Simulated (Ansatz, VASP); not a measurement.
# SnSO in two plane-wave programs

One calculation is typed for both programs; each brings its own data sets and cutoff. How far apart do they land? The cell is invented: As first built, before any earlier steps moved the atoms (in the runner's words): it takes the SnSeS structure with some of its atoms replaced by other elements, volume scaled by an estimate. It may not be a known or stable phase. The cell is taken from a series of VASP runs on this material, whose earlier steps may have relaxed, scaled or displaced it; both programs get it as it stands.

Calculated with Ansatz 0.2.0; plane waves, with VASP 6.6.1 beside it; band structure at HSE03.

## 1. The starting structure

It takes space group P3m1 (No. 156, trigonal). The conventional cell has a = 3.467 Å, b = 3.467 Å, c = 5.958 Å, α = 90.00°, β = 90.00°, γ = 120.00°. Sn has 3 O at 2.21 Å and 3 S at 2.52 Å nearest. Nearest to S lie 3 Sn at 2.52 Å. Nearest to O lie 3 Sn at 2.21 Å. As first built, before any earlier steps moved the atoms (in the runner's words): sites of the SnSeS structure (space group 156) filled with other elements, volume scaled by an estimate. Farther neighbours and most contacts between anions are not listed.

## 2. VASP: band structure, HSE03

The same path points are solved in both programs, so levels can be compared one by one.

Lines of VASP's logs that name or quote its potential files are left out, and so is its time.

The run reads the wave functions of an earlier VASP run, which isn't shown here.

File INCAR:

```
SYSTEM = SnSO
PREC = Accurate
ENCUT = 520
EDIFF = 1E-06
NELM = 100
ISMEAR = 0
SIGMA = 0.02
LREAL = .FALSE.
ALGO = Normal
LHFCALC = .TRUE.
AEXX = 0.25
GGA = PE
HFSCREEN = 0.3
LASPH = .TRUE.
PRECFOCK = Fast
LORBIT = 11
LWAVE = .FALSE.
LCHARG = .FALSE.
KPAR = 4
```

File POSCAR:

```
SnSO
1.0
    3.4671176086      0.0000000000      0.0000000000
   -1.7335588043      3.0026124474      0.0000000000
    0.0000000000      0.0000000000      5.9579538463
Sn S O
1 1 1
Direct
    0.3333333300      0.6666666700      0.9673317131
    0.6666666700      0.3333333300      0.2244465511
    0.0000000000      0.0000000000      0.8082227358
```

File KPOINTS:

```
Automatic mesh
0
Gamma
5 5 3
0 0 0
```

File KPOINTS_OPT:

```
Line mode
6
Line-mode
Reciprocal
  0.00000000   0.00000000   0.00000000 GAMMA
  0.50000000   0.00000000   0.00000000 M

  0.50000000   0.00000000   0.00000000 M
  0.33333333   0.33333333   0.00000000 K

  0.33333333   0.33333333   0.00000000 K
  0.00000000   0.00000000   0.00000000 GAMMA

  0.00000000   0.00000000   0.00000000 GAMMA
  0.00000000   0.00000000   0.50000000 A

  0.00000000   0.00000000   0.50000000 A
  0.50000000   0.00000000   0.50000000 L

  0.50000000   0.00000000   0.50000000 L
  0.33333333   0.33333333   0.50000000 H

  0.33333333   0.33333333   0.50000000 H
  0.00000000   0.00000000   0.50000000 A

  0.50000000   0.00000000   0.50000000 L
  0.50000000   0.00000000   0.00000000 M

  0.33333333   0.33333333   0.00000000 K
  0.33333333   0.33333333   0.50000000 H
```

PAW data sets: Sn_d, S and O (PBE family, release 64).

Command:

```bash
mpirun -np 4 vasp_std
```

Numbers of over 12 decimals in the logs are rounded to 6 here.

The program printed:

```text
[banner, memory and clock lines left out]
running    4 mpi-ranks, on    1 nodes
 distrk:  each k-point on    1 cores,    4 groups
 distr:  one band on    1 cores,    1 groups

 POSCAR found type information on POSCAR SnS O
 POSCAR found :  3 types and       3 ions
 LDA part: xc-table for (Slater+PW92), standard interpolation
 found WAVECAR, reading the header
 POSCAR, INCAR and KPOINTS ok, starting setup
 FFT: planning ... GRIDC
 FFT: planning ... GRID_SOFT
 FFT: planning ... GRID
 reading WAVECAR
 the WAVECAR file was read successfully
 initial charge from wavefunction
 entering main loop
       N       E                     dE             d eps       ncg     rms          rms(c)
DAV:   1    -0.184375098199E+02   -0.18438E+02   -0.59933E-01   533   0.812E+00    0.134E+00
DAV:   2    -0.184437265013E+02   -0.62167E-02   -0.48800E-02   523   0.198E+00    0.862E-01
DAV:   3    -0.184423954967E+02    0.13310E-02   -0.65367E-03   648   0.752E-01    0.560E-01
DAV:   4    -0.184418628234E+02    0.53267E-03   -0.82700E-04   517   0.280E-01    0.311E-01
DAV:   5    -0.184417089260E+02    0.15390E-03   -0.39835E-04   516   0.177E-01    0.171E-01
DAV:   6    -0.184416586094E+02    0.50317E-04   -0.40289E-05   708   0.714E-02    0.998E-02
DAV:   7    -0.184416451777E+02    0.13432E-04   -0.24461E-05   596   0.442E-02    0.579E-02
DAV:   8    -0.184416418378E+02    0.33400E-05   -0.41677E-06   548   0.212E-02    0.339E-02
DAV:   9    -0.184416410611E+02    0.77668E-06   -0.15682E-06   314   0.131E-02
   1 F= -.18441641E+02 E0= -.18441641E+02  d E =-.345178E-20
 Start KPOINTS_OPT (optional k-point list driver)
k-point batch [1-12\54]
       N       E                     dE             ncg
DAV:   1     0.997767045014E+02   -0.88033E+04      416
DAV:   2    -0.268741119429E+04   -0.27872E+04      457
DAV:   3    -0.304296802993E+04   -0.35556E+03      461
DAV:   4    -0.306249409064E+04   -0.19526E+02      540
DAV:   5    -0.306300979184E+04   -0.51570E+00      598
DAV:   6    -0.306302111145E+04   -0.11320E-01      583
DAV:   7    -0.306302152923E+04   -0.41778E-03      608
DAV:   8    -0.306302153340E+04   -0.41711E-05      461
DAV:   9    -0.306302153354E+04   -0.13910E-06      436
[...]
k-point batch [49-54\54]
       N       E                     dE             ncg
DAV:   1     0.555918924387E+04   -0.60360E+04      205
DAV:   2     0.416725849824E+04   -0.13919E+04      228
DAV:   3     0.400648948373E+04   -0.16077E+03      272
DAV:   5     0.399988495803E+04   -0.13569E+00      264
DAV:   6     0.399987978895E+04   -0.51691E-02      288
DAV:   7     0.399987949781E+04   -0.29114E-03      312
DAV:   8     0.399987949506E+04   -0.27492E-05      264
DAV:   9     0.399987949500E+04   -0.60756E-07      224
```

OUTCAR, selected parts (step 2):

```text
ion  position               nearest neighbor table
   1  0.333  0.667  0.967-   3 2.21   3 2.21   3 2.21   2 2.52   2 2.52   2 2.52
   2  0.667  0.333  0.224-   1 2.52   1 2.52   1 2.52
   3  0.000  0.000  0.808-   1 2.21   1 2.21   1 2.21

  LATTYP: Found a hexagonal cell.
 ALAT       =     3.4671176086
 C/A-ratio  =     1.7184170019

 Subroutine GETGRP returns: Found  6 space group operations
 (whereof  6 operations were pure point group operations)

The static configuration has the point symmetry C_3v.

 Found     12 irreducible k-points:

   k-points           NKPTS =     12   k-points in BZ     NKDIM =     75   number of bands    NBANDS=     17

   dimension x,y,z NGX =    28 NGY =   28 NGZ =   48
   dimension x,y,z NGXF=    56 NGYF=   56 NGZF=   96

   ENCUT  =  520.0 eV  38.22 Ry    6.18 a.u.   6.45  6.45 11.08*2*pi/ulx,y,z

   NELECT =      26.0000    total number of electrons

 k-points in reciprocal lattice and weights: Automatic mesh
   0.00000000  0.00000000  0.00000000       0.013
   0.20000000 -0.00000000  0.00000000       0.080
   0.40000000 -0.00000000  0.00000000       0.080
   0.20000000  0.20000000  0.00000000       0.080
   0.40000000  0.20000000  0.00000000       0.080
   0.00000000  0.00000000  0.33333333       0.027
   0.20000000 -0.00000000  0.33333333       0.080
   0.00000000  0.20000000  0.33333333       0.080
   0.40000000 -0.00000000  0.33333333       0.080
   0.00000000  0.40000000  0.33333333       0.080
   0.20000000  0.20000000  0.33333333       0.160
   0.40000000  0.20000000  0.33333333       0.160

  exchange ACFDT corr.  =         0.00000000  see jH, gK, PRB 81, 115126

 average (electrostatic) potential at core
       1 -97.3862       2 -83.3884       3 -65.2077

 E-fermi :   3.2675

 k-point     1 :       0.0000    0.0000    0.0000
  band No.  band energies     occupation
    ...
      9       0.1747      2.00000
     10       0.1747      2.00000
     11       1.4973      2.00000
     12       3.1353      2.00000
     13       3.1353      2.00000
     14       4.3146      0.00000
     15       8.6678      0.00000
     16      10.9650      0.00000
     17      10.9650      0.00000

 k-point     2 :       0.2000   -0.0000    0.0000
  band No.  band energies     occupation
    ...
      9      -0.9274      2.00000
     10      -0.2289      2.00000
     11       1.1974      2.00000
     12       1.7107      2.00000
     13       2.8301      2.00000
     14       5.6810      0.00000
     15       8.6864      0.00000
     16      11.1127      0.00000
     17      11.8030      0.00000

 k-point     3 :       0.4000   -0.0000    0.0000
  band No.  band energies     occupation
    ...
      9      -2.0073      2.00000
     10      -0.8387      2.00000
     11       0.1150      2.00000
     12       1.7647      2.00000
     13       2.4667      2.00000
     14       6.0052      0.00000
     15       8.6889      0.00000
     16      10.6031      0.00000
     17      11.5201      0.00000

  energy-cutoff  :      520.00
  volume of cell :       62.02
      direct lattice vectors                 reciprocal lattice vectors
     3.467117609  0.000000000  0.000000000     0.288424020  0.166521657  0.000000000
    -1.733558804  3.002612447  0.000000000     0.000000000  0.333043314  0.000000000
     0.000000000  0.000000000  5.957953846     0.000000000  0.000000000  0.167842858

 POSITION                                       TOTAL-FORCE (eV/Angst)
 -----------------------------------------------------------------------------------
     -0.00000      2.00174      5.76332         0.000000     -0.000000     -0.001147
      1.73356      1.00087      1.33724        -0.000000      0.000000     -0.536831
      0.00000      0.00000      4.81535         0.000000      0.000000      0.537979
 -----------------------------------------------------------------------------------
    total drift:                               -0.000002      0.000017      0.000467

  FREE ENERGIE OF THE ION-ELECTRON SYSTEM (eV)
  ---------------------------------------------------
  free  energy   TOTEN  =       -18.4416410611 eV

  energy  without entropy=      -18.4416410611  energy(sigma->0) =      -18.44164106

 total charge
# of ion       s       p       d       tot
------------------------------------------
    1        0.952   0.984  10.203  12.139
    2        1.360   2.390   0.000   3.749
    3        1.578   3.380   0.000   4.958
--------------------------------------------------
tot          3.890   6.753  10.203  20.846

[... 3 further parts left out ...]
```

The k-mesh is coarse for exact exchange; levels may shift by about 0.1 eV on a finer one. Spin-orbit coupling is off here; with elements this heavy it splits and shifts levels by tenths of an eV or more.

(Part 1 of 2 ends here.)

[Lines on the potential files, build, host, timing and source positions are cut from VASP's logs without a mark.]

[Logs are printed without paths, hosts, clocks, repeated set-up lines and the standing remarks that a program may print on its own settings, such as how far it seeks lower states.]

[Hosts, paths, dates, database ids (printed as entryN), source tags and the programs' standing remarks are cut or masked in the printed files.]
